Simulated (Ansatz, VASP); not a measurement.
# Ni (Ni(100)-(2x1) missing row) in two plane-wave programs, part 2 of 2

Aim: how closely do two programs agree when they are given the same cell, functional and k mesh? Of the first pair: The structure shown is the start of the Ansatz relaxation below; VASP solves that cell, so the two are compared at the walk's first step.

VASP 6.6.1 and Ansatz 0.2.0.

So far: Starting point; Ansatz: relaxation, PBE.

## (3) VASP: single point, PBE, start cell, pair 1

Level of this step: PBE, spin-polarised from a ferromagnetic start; plane waves and PAW (Ni) (VASP).

The same cell, functional, mesh and smearing now go to VASP, with its own data sets.

Lines of VASP's logs that name or quote its potential files are left out, and so is its time.

File INCAR:

```
SYSTEM = Ni
PREC = Accurate
ENCUT = 520
EDIFF = 1E-06
NELM = 200
ISMEAR = -1
SIGMA = 0.1
LREAL = .FALSE.
ALGO = Normal
GGA = PE
NBANDS = 49
ISPIN = 2
MAGMOM = 0.76 0.76 0.73 0.64 0.74 0.74 0.8
LASPH = .TRUE.
LMAXMIX = 4
LORBIT = 11
LWAVE = .FALSE.
LCHARG = .FALSE.
ISIF = 2
LDIPOL = .TRUE.
IDIPOL = 3
DIPOL = 0.5 0.5 0.482
LVHAR = .TRUE.
GGA_COMPAT = .FALSE.
NELMDL = -8
KPAR = 2
```

File POSCAR:

```
Ni
1.0
    4.9780317396      0.0000000000      0.0000000000
    0.0000000000      2.4890158698      0.0000000000
    0.0000000000      0.0000000000     22.2800000000
Ni
7
Direct
    0.2500000131      0.5000000262      0.3815080790
    0.7500000392      0.5000000262      0.3815080790
    0.0000000261      0.0000000262      0.4605026930
    0.5000000261      0.0000000262      0.4605026930
    0.2500000131      0.5000000262      0.5394973070
    0.7500000392      0.5000000262      0.5394973070
    0.0000000261      0.0000000262      0.6184919210
```

File KPOINTS:

```
Automatic mesh
0
Gamma
6 11 1
0 0 0
```

Potentials, in the order of the species: Ni (PBE family, release 64).

Command:

```
$ mpirun -np 2 vasp_std
```

Numbers of over 12 decimals in the logs are rounded to 6 here.

Log:

```text
[banner, memory and clock lines left out]
running    2 mpi-ranks, on    1 nodes
 distrk:  each k-point on    1 cores,    2 groups
 distr:  one band on    1 cores,    1 groups

 POSCAR found type information on POSCAR Ni
 POSCAR found :  1 types and       7 ions
 LDA part: xc-table for (Slater+PW92), standard interpolation
 POSCAR, INCAR and KPOINTS ok, starting setup
 FFT: planning ... GRIDC
 FFT: planning ... GRID_SOFT
 FFT: planning ... GRID
 WAVECAR not read
 entering main loop
       N       E                     dE             d eps       ncg     rms          rms(c)
DAV:   1     0.478501910942E+03    0.47850E+03   -0.29804E+04  4704   0.141E+03
DAV:   2    -0.835572318130E+01   -0.48686E+03   -0.46407E+03  4721   0.317E+02
DAV:   3    -0.402464333738E+02   -0.31891E+02   -0.30344E+02  5218   0.117E+02
DAV:   4    -0.407993811029E+02   -0.55295E+00   -0.55157E+00  5374   0.171E+01
DAV:   5    -0.408108101255E+02   -0.11429E-01   -0.11429E-01  7249   0.153E+00
DAV:   6    -0.408110189715E+02   -0.20885E-03   -0.20884E-03  6314   0.181E-01
DAV:   7    -0.408110283900E+02   -0.94184E-05   -0.94185E-05  6911   0.314E-02
DAV:   8    -0.408110288136E+02   -0.42360E-06   -0.42359E-06  4097   0.506E-03    0.236E+01
DAV:   9    -0.437721961663E+02   -0.29612E+01   -0.88180E+01  5145   0.134E+02    0.348E+01
DAV:  10    -0.439591163769E+02   -0.18692E+00   -0.53603E+01  5277   0.133E+02    0.368E+01
DAV:  11    -0.464342297189E+02   -0.24751E+01   -0.34870E+01  5604   0.963E+01    0.430E+01
DAV:  12    -0.390612642503E+02    0.73730E+01   -0.27144E+01  5588   0.606E+01    0.377E+01
DAV:  13    -0.366331548609E+02    0.24281E+01   -0.59367E+01  5508   0.547E+01    0.154E+01
DAV:  14    -0.374307417957E+02   -0.79759E+00   -0.13641E+01  5062   0.608E+01    0.278E+01
[...]
DAV:  42    -0.346334827172E+02   -0.68844E-04   -0.25816E-06  3863   0.824E-03    0.105E-02
DAV:  43    -0.346335464507E+02   -0.63734E-04   -0.27849E-06  3789   0.103E-02    0.569E-03
DAV:  44    -0.346335755543E+02   -0.29104E-04   -0.12608E-06  3578   0.807E-03    0.315E-03
DAV:  45    -0.346335806095E+02   -0.50552E-05   -0.18067E-07  3262   0.356E-03    0.255E-03
DAV:  46    -0.346335824256E+02   -0.18161E-05   -0.89972E-08  3088   0.187E-03    0.156E-03
DAV:  47    -0.346335847645E+02   -0.23389E-05   -0.67066E-08  3089   0.117E-03    0.117E-03
DAV:  48    -0.346335863861E+02   -0.16216E-05   -0.31247E-08  3033   0.781E-04    0.100E-03
DAV:  49    -0.346335870300E+02   -0.64390E-06   -0.12851E-08  3016   0.668E-04
   1 F= -.34633587E+02 E0= -.34422660E+02  d E =-.421854E+00  mag=     4.8773
```

Parts of OUTCAR (step 3):

```text
ion  position               nearest neighbor table
   1  0.250  0.500  0.382-   2 2.49   3 2.49   3 2.49   4 2.49   4 2.49   2 2.49
   2  0.750  0.500  0.382-   1 2.49   3 2.49   3 2.49   4 2.49   4 2.49   1 2.49
   3  0.000  0.000  0.461-   6 2.49   6 2.49   2 2.49   2 2.49   5 2.49   5 2.49   1 2.49   1 2.49
                             4 2.49   4 2.49
   4  0.500  0.000  0.461-   3 2.49   3 2.49   5 2.49   5 2.49   1 2.49   1 2.49   6 2.49   6 2.49
                             2 2.49   2 2.49
   5  0.250  0.500  0.539-   6 2.49   3 2.49   3 2.49   7 2.49   7 2.49   4 2.49   4 2.49   6 2.49

  LATTYP: Found a simple orthorhombic cell.
 ALAT       =     2.4890158698
 B/A-ratio  =     2.0000000000
 C/A-ratio  =     8.9513290254

 Subroutine GETGRP returns: Found  4 space group operations
 (whereof  4 operations were pure point group operations)

The static configuration has the point symmetry C_2v.

 Found     24 irreducible k-points:

   k-points           NKPTS =     24   k-points in BZ     NKDIM =     24   number of bands    NBANDS=     49

   dimension x,y,z NGX =    40 NGY =   20 NGZ =  168
   dimension x,y,z NGXF=    80 NGYF=   40 NGZF=  336

   ENCUT  =  520.0 eV  38.22 Ry    6.18 a.u.   9.26  4.63 41.43*2*pi/ulx,y,z

   NELECT =      70.0000    total number of electrons

 k-points in reciprocal lattice and weights: Automatic mesh
   0.00000000  0.00000000  0.00000000       0.015
   0.16666667  0.00000000  0.00000000       0.030
   0.33333333  0.00000000  0.00000000       0.030
   0.50000000  0.00000000  0.00000000       0.015
   0.00000000  0.09090909  0.00000000       0.030
   0.16666667  0.09090909  0.00000000       0.061
   0.33333333  0.09090909  0.00000000       0.061
   0.50000000  0.09090909  0.00000000       0.030
   0.00000000  0.18181818  0.00000000       0.030
[...]
0.33333333  0.45454545  0.00000000       0.061
   0.50000000  0.45454545  0.00000000       0.030

 dipolmoment           0.000000      0.000000     -0.035606 electrons x Angstroem

 average (electrostatic) potential at core
       1 -91.7491       2 -91.7491       3 -92.1130       4 -92.0925       5 -91.9493
       6 -91.9493       7 -91.6282

 E-fermi :  -0.7097

 spin component 1
 k-point     1 :       0.0000    0.0000    0.0000
  band No.  band energies     occupation
    ...
     34      -1.4238      0.99921
     35      -1.3076      0.99747
     36      -1.3032      0.99736
     37      -1.2716      0.99638
     38      -1.2498      0.99551
     39      -0.1877      0.00538
     40      -0.1164      0.00265
     41       0.1232      0.00024
     42       0.3434      0.00003
     43       1.6429      0.00000
    ...

 k-point     2 :       0.1667    0.0000    0.0000
  band No.  band energies     occupation
    ...
     36      -1.3252      0.99788
     37      -1.2933      0.99709
     38      -1.2353      0.99481
     39      -0.9206      0.89184
     40      -0.7508      0.60131
     41       0.0888      0.00034
     42       1.2479      0.00000
     43       1.7105      0.00000
     44       2.5513      0.00000
     45       3.9625      0.00000
    ...

 k-point     3 :       0.3333    0.0000    0.0000
  band No.  band energies     occupation
    ...
     36      -1.3681      0.99862
     37      -1.3405      0.99818
     38      -1.2860      0.99687
     39      -1.2357      0.99483
     40      -1.0258      0.95937
     41       0.3141      0.00004
     42       0.9724      0.00000
     43       2.2802      0.00000
     44       3.3762      0.00000
     45       4.5033      0.00000
    ...

 k-point     4 :       0.5000    0.0000    0.0000
  band No.  band energies     occupation
    ...
     36      -1.3708      0.99866
     37      -1.3159      0.99768
     38      -1.2770      0.99658
     39      -1.2480      0.99543
     40      -0.7712      0.64910
     41      -0.0096      0.00091
     42       1.1741      0.00000
     43       2.4031      0.00000
     44       3.4138      0.00000
     45       4.4920      0.00000
    ...

 k-point     5 :       0.0000    0.0909    0.0000
  band No.  band energies     occupation
    ...
     34      -1.4639      0.99947
     35      -1.4047      0.99904
     36      -1.3473      0.99830
     37      -1.3240      0.99786
     38      -1.2517      0.99559
     39       0.1955      0.00012
     40       0.3877      0.00002
     41       0.4741      0.00001
     42       0.5324      0.00000
     43       2.0044      0.00000
    ...

 k-point     6 :       0.1667    0.0909    0.0000
  band No.  band energies     occupation
    ...
     35      -1.4221      0.99920
     36      -1.3776      0.99874
     37      -1.3057      0.99743
     38      -1.2119      0.99345
     39      -0.7603      0.62400
     40      -0.2324      0.00838
     41       0.4190      0.00001
     42       1.6225      0.00000
     43       2.0625      0.00000
     44       2.7683      0.00000
    ...

  Total       -3.7199614     -4.6585215     -2.9953015      0.0000000      0.0000000      0.0000000
  in kB      -21.5897941    -27.0369796    -17.3840358      0.0000000      0.0000000      0.0000000
  external PRESSURE =     -22.0036032 kB  Pullay stress =       0.0000000 kB

  energy-cutoff  :      520.00
  volume of cell :      276.06
      direct lattice vectors                 reciprocal lattice vectors
     4.978031740  0.000000000  0.000000000     0.200882608  0.000000000  0.000000000
     0.000000000  2.489015870  0.000000000     0.000000000  0.401765217  0.000000000
     0.000000000  0.000000000 22.280000000     0.000000000  0.000000000  0.044883303

 POSITION                                       TOTAL-FORCE (eV/Angst)
 -----------------------------------------------------------------------------------
      1.24451      1.24451      8.50000        -0.012703      0.000000      0.301809
      3.73352      1.24451      8.50000         0.012703      0.000000      0.301809
      0.00000      0.00000     10.26000         0.000000      0.000000     -0.369318
      2.48902      0.00000     10.26000         0.000000      0.000000     -0.088973
      1.24451      1.24451     12.02000         0.016760      0.000000      0.403916
      3.73352      1.24451     12.02000        -0.016760      0.000000      0.403916
      0.00000      0.00000     13.78000         0.000000      0.000000     -0.953158
 -----------------------------------------------------------------------------------
    total drift:                               -0.000028     -0.000001      0.001077

  FREE ENERGIE OF THE ION-ELECTRON SYSTEM (eV)
  ---------------------------------------------------
  free  energy   TOTEN  =       -34.6335870300 eV

  energy  without entropy=      -34.2117331094  energy(sigma->0) =      -34.42266007

 vacuum level on the upper side and lower side of the slab         3.640         4.160

 total charge
# of ion       s       p       d       tot
------------------------------------------
    1        0.470   0.334   8.318   9.123
    2        0.470   0.334   8.318   9.123
    3        0.489   0.490   8.309   9.289
    4        0.495   0.495   8.310   9.300
    5        0.482   0.422   8.298   9.202
    6        0.482   0.422   8.298   9.202
    7        0.476   0.242   8.325   9.043
--------------------------------------------------
tot          3.364   2.740  58.178  64.282

 magnetization (x)
# of ion       s       p       d       tot
------------------------------------------
    1       -0.002  -0.018   0.746   0.726
    2       -0.002  -0.018   0.746   0.726
    3       -0.007  -0.025   0.727   0.694
    4       -0.007  -0.024   0.643   0.611
    5       -0.007  -0.023   0.737   0.706
    6       -0.007  -0.023   0.737   0.706
    7        0.005  -0.010   0.797   0.792
--------------------------------------------------
tot         -0.028  -0.142   5.132   4.963

[... 6 further parts left out ...]
```

The magnetic state follows from one typed start and may not be the lowest.

## (4) Differences

Known differences besides the potentials themselves: VASP starts from the moments at which Ansatz ended; the data sets hold 126 valence electrons in Ansatz (on its default PAW (the set named soft_2) files) and 70 in VASP; the cutoff is 420 eV in Ansatz and 520 eV in VASP. Total energies have different zeros and are not compared.

Forces (eV/Å; atoms numbered as in POSCAR):

| atom | Ansatz x, y, z | VASP x, y, z |
| --- | --- | --- |
| Ni1 | -0.011, 0.000, 0.309 | -0.013, 0.000, 0.302 |
| Ni2 | 0.011, 0.000, 0.309 | 0.013, 0.000, 0.302 |
| Ni3 | 0.000, 0.000, -0.379 | 0.000, 0.000, -0.369 |
| Ni4 | 0.000, 0.000, -0.087 | 0.000, 0.000, -0.089 |
| Ni5 | 0.014, 0.000, 0.411 | 0.017, 0.000, 0.404 |
| Ni6 | -0.014, 0.000, 0.411 | -0.017, 0.000, 0.404 |
| Ni7 | 0.000, 0.000, -0.973 | 0.000, 0.000, -0.953 |

The forces differ by 5.6 meV/Å r.m.s., which is 2.1 % of the r.m.s. force of 0.273 eV/Å (both taken over all components). Moments aren't recorded for both runs of this pair, so they may hold unlike magnetic states. With vacuum in the cell, a pressure given here is an average over mostly empty space and none of the material.

## (5) Ansatz: relaxation, PBE

This run makes the geometry at which the two programs are then compared.

The structure compared here is the end of the Ansatz relaxation.

File input.yaml:

```yaml
crystal:
  lattice:
    - [4.9780317396, 0.0, 0.0]
    - [0.0, 2.4890158698, 0.0]
    - [0.0, 0.0, 22.28]
  atoms:
    - { symbol: Ni, position: [0.25, 0.5, 0.381508079], spin: 0.7 }
    - { symbol: Ni, position: [0.75, 0.5, 0.381508079], spin: 0.7 }
    - { symbol: Ni, position: [0.0, 0.0, 0.460502693], spin: 0.7 }
    - { symbol: Ni, position: [0.5, 0.0, 0.460502693], spin: 0.7 }
    - { symbol: Ni, position: [0.25, 0.5, 0.539497307], spin: 0.7 }
    - { symbol: Ni, position: [0.75, 0.5, 0.539497307], spin: 0.7 }
    - { symbol: Ni, position: [0.0, 0.0, 0.618491921], spin: 0.7 }
magnetization:
  spin_polarized: true
kpoints:
  mp_grid: { grid: [6, 11, 1] }
hamiltonian:
  xc: pbe
scf:
  occupations: { method: fermi_dirac, width: 0.1 }
  convergence: { dr2_threshold: 1.0e-08 }
efield:
  axis: 3
  dipole_correction: true
  ramp_position: 0.97
  ramp_width: 0.06
relax:
  f_tol: 0.015
  max_steps: 90
  constraints: [{ sites: [0, 1, 2, 3] }]
output:
  write_potential: true
  write_density: true
  volumetric_format: npy
```

Command:

```
$ ansatz run input.yaml --threads 4 --pin off --max-ram 6144MiB --backend cpu --events-out ev --progress --plain --runs-dir out
```

Log:

```text
[...]
Crystal: 7 atoms, lattice volume = 276.058 Å³
Basis set: ecut = 420 eV, 5415 PW (Γ), exchange–correlation on 72×36×300 points (8 copies of the dense FFT grid, shifted against one another)
Bands: 79, of which v1, the nominal top of the filled ones, is band 63 counted from 1 (62 counted from 0)
[...]
atoms:
    - { symbol: Ni, position: [0.25, 0.5, 0.381508079] }
    - { symbol: Ni, position: [0.750000, 0.5, 0.381508079] }
    - { symbol: Ni, position: [0.0, 0.0, 0.460503] }
    - { symbol: Ni, position: [0.5, 0.0, 0.460503] }
    - { symbol: Ni, position: [0.257871, 0.5, 0.539454] }
    - { symbol: Ni, position: [0.742129, 0.5, 0.539454] }
    - { symbol: Ni, position: [0.0, 0.0, 0.609577] }
[key lines of the parts left out:]
SCF converged after 14 iterations
Magnetization: 4.9208 μB (65.4604 up, 60.5396 down)
Free energy (F): -40874.431412 eV
Fermi energy:    1.689358 eV
Dipole field:    D = 0.019817 V/Å  (p = 0.030233 e·Å, saw-weighted, corrected)
Work function:   Φ+ = 4.4484 eV   Φ− = 4.8900 eV
```

## (6) VASP: single point, PBE, relaxed cell, pair 2

The same cell, functional, mesh and smearing now go to VASP, with its own data sets.

Changes to INCAR since step 3:

```diff
@@ -21,3 +21,3 @@
 IDIPOL = 3
-DIPOL = 0.5 0.5 0.482
+DIPOL = 0.5 0.5 0.481
 LVHAR = .TRUE.
```

File POSCAR:

```
Ni
1.0
    4.9780317396      0.0000000000      0.0000000000
    0.0000000000      2.4890158698      0.0000000000
    0.0000000000      0.0000000000     22.2800000000
Ni
7
Direct
    0.2500000000      0.5000000000      0.3815080790
    0.7500000000      0.5000000000      0.3815080790
    0.0000000000      0.0000000000      0.4605026930
    0.5000000000      0.0000000000      0.4605026930
    0.2578713025      0.5000000000      0.5394536629
    0.7421286975      0.5000000000      0.5394536629
    0.0000000000      0.0000000000      0.6095770691
```

KPOINTS is that of step 3.

Command:

```
$ mpirun -np 2 vasp_std
```

Log:

```text
[... set-up lines as in an earlier step ...]
 entering main loop
       N       E                     dE             d eps       ncg     rms          rms(c)
DAV:   1     0.480563939859E+03    0.48056E+03   -0.29850E+04  4704   0.142E+03
DAV:   2    -0.805120372145E+01   -0.48862E+03   -0.46527E+03  4739   0.317E+02
DAV:   3    -0.403397991599E+02   -0.32289E+02   -0.30783E+02  5276   0.118E+02
DAV:   4    -0.409049827287E+02   -0.56518E+00   -0.56386E+00  5359   0.174E+01
[...]
DAV:  41    -0.347321817751E+02   -0.27972E-05   -0.98728E-08  3253   0.104E-03    0.121E-03
DAV:  42    -0.347321831056E+02   -0.13305E-05   -0.42105E-08  3008   0.925E-04    0.699E-04
DAV:  43    -0.347321836805E+02   -0.57492E-06   -0.18743E-08  2958   0.541E-04
   1 F= -.34732184E+02 E0= -.34525551E+02  d E =-.413265E+00  mag=     4.8371
```

From OUTCAR (step 6):

```text
  Total       -2.5338702     -3.5490932     -1.0234900      0.0000000      0.0000000      0.0000000
  in kB      -14.7059954    -20.5981146     -5.9400989      0.0000000      0.0000000      0.0000000
  external PRESSURE =     -13.7480696 kB  Pullay stress =       0.0000000 kB

 POSITION                                       TOTAL-FORCE (eV/Angst)
 -----------------------------------------------------------------------------------
      1.24451      1.24451      8.50000        -0.017856     -0.000000      0.302063
      3.73352      1.24451      8.50000         0.017856     -0.000000      0.302063
      0.00000      0.00000     10.26000         0.000000     -0.000000     -0.329004
      2.48902      0.00000     10.26000         0.000000     -0.000000     -0.281816
      1.28369      1.24451     12.01903         0.006883      0.000000     -0.005510
      3.69434      1.24451     12.01903        -0.006883     -0.000000     -0.005510
      0.00000      0.00000     13.58138         0.000000     -0.000000      0.017716
 -----------------------------------------------------------------------------------
    total drift:                               -0.000000      0.000000      0.000212

  FREE ENERGIE OF THE ION-ELECTRON SYSTEM (eV)
  ---------------------------------------------------
  free  energy   TOTEN  =       -34.7321836805 eV

  energy  without entropy=      -34.3189188437  energy(sigma->0) =      -34.52555126

 magnetization (x)
# of ion       s       p       d       tot
------------------------------------------
    1       -0.002  -0.017   0.746   0.726
    2       -0.002  -0.017   0.746   0.726
    3       -0.007  -0.025   0.723   0.691
    4       -0.007  -0.024   0.631   0.599
    5       -0.007  -0.024   0.731   0.699
    6       -0.007  -0.024   0.731   0.699
    7        0.002  -0.010   0.780   0.771
--------------------------------------------------
tot         -0.031  -0.143   5.087   4.913

[... 2 parts as in an earlier step ...]

[... 1 further part left out ...]
[key lines of the parts left out:]
E-fermi :  -0.7379
```

## (7) Comparison

What differs besides the data sets and the points named for the pairs above, as far as they apply: the data sets hold 126 valence electrons in Ansatz (on its default PAW (the set named soft_2) files) and 70 in VASP; site moments are counted in spheres of each program's own size. Total energies have different zeros and are not compared.

The two programs side by side:

| quantity | Ansatz | VASP | difference |
| --- | --- | --- | --- |
| total moment (μB) | 4.92 | 4.84 | +0.08 |
| moment on Ni7 (μB) | 0.80 | 0.77 | +0.03 |
| moment on Ni1 (μB) | 0.76 | 0.73 | +0.03 |
| moment on Ni2 (μB) | 0.76 | 0.73 | +0.03 |
| moment on Ni5 (μB) | 0.74 | 0.70 | +0.04 |
| moment on Ni6 (μB) | 0.74 | 0.70 | +0.04 |
| moment on Ni3 (μB) | 0.73 | 0.69 | +0.04 |
| moment on Ni4 (μB) | 0.64 | 0.60 | +0.04 |
| work function, lower of the two faces (eV) | 4.45 | 4.43 | +0.01 |
| work function, higher of the two faces (eV) | 4.89 | 4.88 | +0.01 |

Forces (eV/Å; atoms numbered as in POSCAR):

```
atom        Ansatz x, y, z           VASP x, y, z
 Ni1  -0.017, 0.000, 0.309   -0.018, 0.000, 0.302
 Ni2   0.017, 0.000, 0.309    0.018, 0.000, 0.302
 Ni3  0.000, 0.000, -0.342   0.000, 0.000, -0.329
 Ni4  0.000, 0.000, -0.286   0.000, 0.000, -0.282
 Ni5   0.002, 0.000, 0.001   0.007, 0.000, -0.006
 Ni6  -0.002, 0.000, 0.001  -0.007, 0.000, -0.006
 Ni7   0.000, 0.000, 0.008    0.000, 0.000, 0.018
```

The forces differ by 4.9 meV/Å r.m.s., which is 3.7 % of the r.m.s. force of 0.133 eV/Å (both taken over all components). With vacuum in the cell, a pressure given here is an average over mostly empty space and none of the material.

## (8) Results

```
r.m.s. force difference (single point, PBE, start cell, pair 1)   : 2.1 % of the r.m.s. force
r.m.s. force difference (single point, PBE, relaxed cell, pair 2) : 4.9 meV/Å
```

**Reading.** The r.m.s. force difference is 2.1 % of the r.m.s. force (single point, PBE, start cell, pair 1), within the 3 % picked in this series as the mark of a large difference. The data sets hold unlike numbers of valence electrons (126 in Ansatz and 70 in VASP), so part of the differences comes from the potentials. How closely two codes agree says nothing of how well the functional describes the real material.

[Lines on the potential files, build, host, timing and source positions are cut from VASP's logs without a mark.]

[Logs are printed without paths, hosts, clocks, repeated set-up lines and the standing remarks that a program may print on its own settings, such as how far it seeks lower states.]

[Hosts, paths, dates, database ids (printed as entryN), source tags and the programs' standing remarks are cut or masked in the printed files.]
